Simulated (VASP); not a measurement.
Consider the following.

```xyz
14
Lattice="8.6025 0.0000 0.0000 0.0000 4.7157 2.6262 0.0000 -4.7157 2.6262" Properties=species:S:1:pos:R:3 pbc="T T T"
Ga     4.7532     1.6313     2.8245
Ga     3.8493    -1.6313     2.8245
Ga     8.1505     1.6313     2.8245
Ga     0.4520    -1.6313     2.8245
Pb     6.4519    -4.4626     2.6261
Pb     2.1506     4.4626     2.6261
O      6.4519     1.8009     3.5714
O      2.1506    -1.8009     3.5714
O      4.3012     0.0000     3.5507
O      0.0000     0.0000     3.5507
O      4.8242     1.7248     0.9897
O      3.7783    -1.7248     0.9897
O      8.0795     1.7248     0.9897
O      0.5230    -1.7248     0.9897
```

Method: r2SCAN meta-GGA, VASP's PBE PAW potentials (set 64) (plane waves; VASP). Settings: LREAL = Auto, 520 eV cut-off, 3×6×6 Γ-centred mesh, tetrahedra with Blöchl corrections, potentials Ga_d Pb_d O.

The cores are frozen, which limits the accuracy of field gradients.

Question: Give the principal components of the electric field gradient (V/Å²) and the asymmetry η at each nucleus.

Answer: 
```csv
atom,Vxx,Vyy,Vzz,η
Ga1,-22.9,-4.7,27.5,0.66
Ga2,-22.9,-4.7,27.5,0.66
Ga3,-22.9,-4.7,27.5,0.66
Ga4,-22.9,-4.7,27.5,0.66
Pb5,172.5,139.4,-311.9,0.11
Pb6,172.5,139.4,-311.9,0.11
O7,51.5,10.1,-61.6,0.67
O8,51.5,10.1,-61.6,0.67
O9,-54.0,-13.0,67.0,0.61
O10,-54.0,-13.0,67.0,0.61
O11,65.5,17.5,-83.0,0.58
O12,65.5,17.5,-83.0,0.58
O13,65.5,17.5,-83.0,0.58
O14,65.5,17.5,-83.0,0.58
```

The structure comes from a computed database's Ga2PbO4 entry (Ama2); how it stands against other phases isn't given here. It was relaxed first.
